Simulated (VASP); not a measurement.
The system is MoI.

```xyz
2
Lattice="0.0000 3.1789 3.1789 3.1789 0.0000 3.1789 3.1789 3.1789 0.0000" Properties=species:S:1:pos:R:3 pbc="T T T"
Mo    0.0000    0.0000    0.0000
I     4.7683    4.7683    4.7683
```

The cell was built by a generator and needn't be a form met in nature.

Base run:

- Program: VASP 6.6.1
- Functional: revPBE
- Potentials or basis: VASP PAW PBE potentials, release 64 (Mo_sv, I)
- Cutoff: 520 eV
- k mesh: 7 × 7 × 7
- Occupations: fermi-dirac, width 0.05 eV
- Spin: no spin polarisation

Its results: pressure -6.3 GPa.

**Question.** The run is repeated on the same cell with these changes: functional from revPBE to BLYP. What comes out?

**Answer.** Pressure -3.3 GPa.

Caveats: the PAW data sets were made with another functional, which shifts forces and pressure a little; an odd number of electrons without spin polarisation forces a metal; a magnetic or distorted state may lie lower.
